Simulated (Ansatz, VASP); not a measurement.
**One calculation of NbB2, two programs**

```
CELL_PARAMETERS angstrom
3.05542 0.00000 0.00000
-1.52771 2.64607 0.00000
0.00000 0.00000 3.25268
ATOMIC_POSITIONS crystal
Nb 0.00000 0.00000 0.00000
B 0.33333 0.66667 0.50000
B 0.66667 0.33333 0.50000
```

Alike in both runs: functional LDA; k mesh 18 × 18 × 14; occupations fermi-dirac, width 0.15 eV; no spin polarisation.

Ansatz relaxed the structure, and its values are those at the end. VASP's run is a single point on that final structure, the one shown.

|  | VASP | Ansatz |
| --- | --- | --- |
| version | VASP 6.6.1 | Ansatz 0.2.0 |
| potentials or method | VASP PAW LDA potentials, release 64 (Nb_sv, B) | scalar-relativistic, plane waves, PAW |
| plane-wave cutoff (eV) | 520 | 420 |
| valence electrons in the cell | 19 | 19 |

|  | VASP | Ansatz | Ansatz less VASP |
| --- | --- | --- | --- |
| gap on the k mesh at the Fermi level (eV) | none | none | - |
| pressure (GPa) | 6.6 | 6.6 | -0.06 |

A gap of «none» marks a metal or a gap that the smearing closes.
